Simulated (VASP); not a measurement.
Method: PBEsol GGA, VASP's PBE PAW potentials (set 64) (plane waves; VASP).

VASP ran on this input.

INCAR:
```
# general
SYSTEM  = Nb4C3N
PREC    = Accurate
ENCUT   = 520
LREAL   = F
LASPH   = T

# electronic loop
EDIFF   = 1E-6
NELM    = 100
ALGO    = Normal
LMAXMIX = 4

# smearing
ISMEAR  = 1
SIGMA   = 0.1

# functional
GGA     = PS

# ions
IBRION  = 2
NSW     = 60
ISIF    = 3
EDIFFG  = -0.01

# output
LWAVE   = F
LCHARG  = F
```

### POSCAR
```
Nb4C3N
1.0
  4.4500000000   0.0000000000   0.0000000000
  0.0000000000   4.4500000000   0.0000000000
  0.0000000000   0.0000000000   4.4500000000
Nb N C
4 1 3
direct
  0.0000000000   0.0000000000   0.0000000000
  0.5000000000   0.5000000000   0.0000000000
  0.5000000000   0.0000000000   0.5000000000
  0.0000000000   0.5000000000   0.5000000000
  0.5000000000   0.5000000000   0.5000000000
  0.0000000000   0.0000000000   0.5000000000
  0.0000000000   0.5000000000   0.0000000000
  0.5000000000   0.0000000000   0.0000000000
```

File KPOINTS:
```
Automatic mesh
0
Gamma
8 8 8
0 0 0
```

POTCAR, in this order: Nb_sv N C (PBE.64 set). Program: vasp_std.

The resulting files:

OSZICAR:
```
       N       E                     dE             d eps       ncg     rms          rms(c)
DAV:   1     0.852239518369E+03    0.85224E+03   -0.37640E+04  2870   0.176E+03
DAV:   2    -0.223136922548E+02   -0.87455E+03   -0.85980E+03  3478   0.710E+02
DAV:   3    -0.972303238732E+02   -0.74917E+02   -0.73909E+02  4835   0.163E+02
DAV:   4    -0.101620460424E+03   -0.43901E+01   -0.43657E+01  4620   0.342E+01
DAV:   5    -0.101883596961E+03   -0.26314E+00   -0.26270E+00  4796   0.867E+00    0.261E+01
DAV:   6    -0.876531498766E+02    0.14230E+02   -0.98993E+01  4066   0.454E+01    0.810E+00
DAV:   7    -0.874680699713E+02    0.18508E+00   -0.66989E+00  4387   0.127E+01    0.473E+00
DAV:   8    -0.874640447092E+02    0.40253E-02   -0.58077E-01  4273   0.378E+00    0.214E+00
DAV:   9    -0.874615996897E+02    0.24450E-02   -0.13877E-01  4556   0.233E+00    0.592E-01
DAV:  10    -0.874597456109E+02    0.18541E-02   -0.18555E-02  4451   0.860E-01    0.274E-01
DAV:  11    -0.874601359001E+02   -0.39029E-03   -0.29461E-03  4204   0.383E-01    0.330E-02
DAV:  12    -0.874601168660E+02    0.19034E-04   -0.22141E-04  4346   0.112E-01    0.183E-02
DAV:  13    -0.874601223620E+02   -0.54960E-05   -0.45787E-05  4604   0.540E-02    0.159E-02
DAV:  14    -0.874601197407E+02    0.26213E-05   -0.84654E-06  3411   0.145E-02    0.689E-03
DAV:  15    -0.874601191737E+02    0.56700E-06   -0.18742E-06  2380   0.892E-03
   1 F= -.87460119E+02 E0= -.87459002E+02  d E =-.874601E+02
       N       E                     dE             d eps       ncg     rms          rms(c)
DAV:   1    -0.881026188415E+02   -0.64250E+00   -0.28204E+01  3230   0.504E+01    0.722E+00
DAV:   2    -0.875622241585E+02    0.54039E+00   -0.26435E+00  3824   0.138E+01    0.302E+00
DAV:   3    -0.873800330206E+02    0.18219E+00   -0.67362E-01  4643   0.588E+00    0.120E+00
DAV:   4    -0.873924606333E+02   -0.12428E-01   -0.12985E-01  4451   0.153E+00    0.458E-01
DAV:   5    -0.873971679825E+02   -0.47073E-02   -0.26651E-02  5146   0.979E-01    0.538E-01
DAV:   6    -0.874032639765E+02   -0.60960E-02   -0.98547E-03  4915   0.463E-01    0.278E-01
DAV:   7    -0.874042539087E+02   -0.98993E-03   -0.27007E-03  5036   0.275E-01    0.292E-02
DAV:   8    -0.874042571659E+02   -0.32572E-05   -0.18596E-04  4528   0.792E-02    0.123E-02
DAV:   9    -0.874042560419E+02    0.11240E-05   -0.11722E-05  4251   0.276E-02    0.506E-03
DAV:  10    -0.874042547590E+02    0.12829E-05   -0.97282E-07  2336   0.884E-03    0.223E-03
DAV:  11    -0.874042548476E+02   -0.88666E-07   -0.33341E-07  2214   0.573E-03
   2 F= -.87404255E+02 E0= -.87403095E+02  d E =0.558643E-01
       N       E                     dE             d eps       ncg     rms          rms(c)
DAV:   1    -0.877956121219E+02   -0.39136E+00   -0.13219E+01  3338   0.346E+01    0.467E+00
DAV:   2    -0.875532097011E+02    0.24240E+00   -0.13883E+00  4001   0.955E+00    0.208E+00
DAV:   3    -0.874654540441E+02    0.87756E-01   -0.22683E-01  4472   0.346E+00    0.631E-01
DAV:   4    -0.874684162741E+02   -0.29622E-02   -0.73442E-02  4744   0.107E+00    0.434E-01
DAV:   5    -0.874707710158E+02   -0.23547E-02   -0.44531E-03  4535   0.367E-01    0.316E-01
DAV:   6    -0.874736159146E+02   -0.28449E-02   -0.37171E-03  4865   0.293E-01    0.165E-01
DAV:   7    -0.874745612738E+02   -0.94536E-03   -0.23589E-03  5136   0.267E-01    0.315E-02
DAV:   8    -0.874745639229E+02   -0.26491E-05   -0.21836E-04  4363   0.950E-02    0.644E-03
DAV:   9    -0.874745673882E+02   -0.34653E-05   -0.18228E-05  4629   0.275E-02    0.504E-03
DAV:  10    -0.874745673493E+02    0.38908E-07   -0.93621E-07  2302   0.716E-03
   3 F= -.87474567E+02 E0= -.87473438E+02  d E =-.144482E-01
```

OUTCAR:
```
------------------------ aborting loop because EDIFF is reached ----------------------------------------
  FORCE on cell =-STRESS in cart. coord.  units (eV):
  Direction    XX          YY          ZZ          XY          YZ          ZX
  --------------------------------------------------------------------------------------
  Total       -0.0205051     -0.0205051     -0.0205051      0.0000000      0.0000000      0.0000000
  in kB       -0.3776022     -0.3776022     -0.3776022      0.0000000      0.0000000      0.0000000
  external PRESSURE =      -0.3776022 kB  Pullay stress =       0.0000000 kB
  volume of cell :       87.00
      direct lattice vectors                 reciprocal lattice vectors
     4.431110851  0.000000000  0.000000000     0.225677044  0.000000000 -0.000000000
     0.000000000  4.431110851  0.000000000     0.000000000  0.225677044  0.000000000
     0.000000000 -0.000000000  4.431110851     0.000000000 -0.000000000  0.225677044
 POSITION                                       TOTAL-FORCE (eV/Angst)
 -----------------------------------------------------------------------------------
      0.00000      0.00000      0.00000        -0.000000      0.000000      0.000000
      2.21556      2.21556      0.00000        -0.000000      0.000000      0.000000
      2.21556     -0.00000      2.21556         0.000000     -0.000000      0.000000
      0.00000      2.21556      2.21556         0.000000     -0.000000      0.000000
      2.21556      2.21556      2.21556         0.000000     -0.000000      0.000000
      0.00000     -0.00000      2.21556        -0.000000      0.000000      0.000000
      0.00000      2.21556      0.00000        -0.000000      0.000000      0.000000
      2.21556      0.00000      0.00000        -0.000000      0.000000      0.000000
 -----------------------------------------------------------------------------------
    total drift:                                0.000000      0.000000      0.000000
  FREE ENERGIE OF THE ION-ELECTRON SYSTEM (eV)
  ---------------------------------------------------
  free  energy   TOTEN  =       -87.4745673493 eV

  energy  without entropy=      -87.4711798034  energy(sigma->0) =      -87.47343817

 reached required accuracy - stopping structural energy minimisation
```
(Selected blocks of OUTCAR.)

CONTCAR:
```
Nb4C3N
   1.00000000000000
     4.4311108508565393    0.0000000000000000    0.0000000000000000
     0.0000000000000000    4.4311108508565393    0.0000000000000000
     0.0000000000000000   -0.0000000000000000    4.4311108508565393
  Nb              N               C
     4     1     3
Direct
     0.0000000000000000    0.0000000000000000    0.0000000000000000
     0.5000000000000000    0.5000000000000000    0.0000000000000000
     0.5000000000000000    0.0000000000000000    0.5000000000000000
     0.0000000000000000    0.5000000000000000    0.5000000000000000
     0.5000000000000000    0.5000000000000000    0.5000000000000000
     0.0000000000000000    0.0000000000000000    0.5000000000000000
     0.0000000000000000    0.5000000000000000    0.0000000000000000
     0.5000000000000000    0.0000000000000000    0.0000000000000000
```

The structure was generated: Nb4C3N was put into an ordered model structure (Pm-3m), which need not be its known phase. This run relaxes it. Symmetry was kept, so distortions that lower it aren't found. The electron count is odd and the run is not spin-polarised, which forces a metal.
